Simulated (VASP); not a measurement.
Here is the system:

```
SrO
1.0
    0.00000     2.42040     2.42040
    2.42040     0.00000     2.42040
    2.42040     2.42040     0.00000
Sr O
1 1
Direct
  0.00000   0.00000   0.00000
  0.50000   0.50000   0.50000
```

All values below come from PBE GGA, VASP's PBE PAW potentials (set 64) (plane waves; VASP). Numerical set-up: 600 eV cut-off, 8×8×8 Γ-centred mesh, Gaussian smearing of 0.050 eV, potentials Sr_sv O.

Problem. Estimate the energy per atom (σ→0), pressure, band gap (on the k-mesh) with the smallest direct gap where there is one.

Solution. 
* **band gap (on the k-mesh)**: 2.98 eV
* **smallest direct gap (on the k-mesh)**: 2.98 eV
* **energy per atom (σ→0)**: -5.760 eV/atom
* **pressure**: 30.05 GPa

The absolute energy has meaning only against runs of the same code, potentials and settings.

The compound is SrO in the rock salt structure. It was relaxed first under an external pressure of 30 GPa.
